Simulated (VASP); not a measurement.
Here is the system:

```yaml
crystal:
  lattice:
    - [2.77692, 0.00000, 0.00000]
    - [0.00000, 2.77692, 0.00000]
    - [0.00000, 0.00000, 2.77692]
  atoms:
    - { symbol: Al, position: [0.50000, 0.50000, 0.50000] }
    - { symbol: Ni, position: [0.00000, 0.00000, 0.00000] }
```

The numbers are results of PBEsol GGA, VASP's PBE PAW potentials (set 64) (plane waves; VASP), not measurements. Settings: 480 eV cut-off, 12×12×12 Γ-centred mesh, first-order Methfessel-Paxton smearing of 0.10 eV, potentials Al Ni.

**Question.** Give the stress tensor in GPa (positive for a compressed cell).

**Answer.** 
```
19.30   0.00   0.00
 0.00  19.30   0.00
 0.00   0.00  19.30
```
The pressure is its mean diagonal, 19.30 GPa.

The compound is NiAl in the CsCl type structure. This cell was strained or had an atom moved on purpose. The run is not spin-polarised, so no magnetic state was tried. The electron count is odd and the run is not spin-polarised, which forces a metal.
